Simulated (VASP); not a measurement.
Given:

```
CELL_PARAMETERS angstrom
      2.72163     0.00000     0.00000
      0.00000     2.72163     0.00000
      0.00000     0.00000     3.56478
ATOMIC_POSITIONS crystal
  Cu 0.00000 0.00000 0.00000
  Au 0.50000 0.50000 0.50000
```

Method: MS2 meta-GGA, VASP's PBE PAW potentials (set 64) (plane waves; VASP). Run with 520 eV cut-off, 13×13×10 Γ-centred mesh, first-order Methfessel-Paxton smearing of 0.10 eV, potentials Cu Au.

### Question
Give the stress tensor in GPa (positive for a compressed cell).

### Answer

```
13.00   0.00   0.00
 0.00  13.00   0.00
 0.00   0.00  13.10
```
The pressure is its mean diagonal, 13.03 GPa.

The compound is CuAu in the L1_0 structure. This cell is one point of a volume scan, at 0.94 of the reference volume.
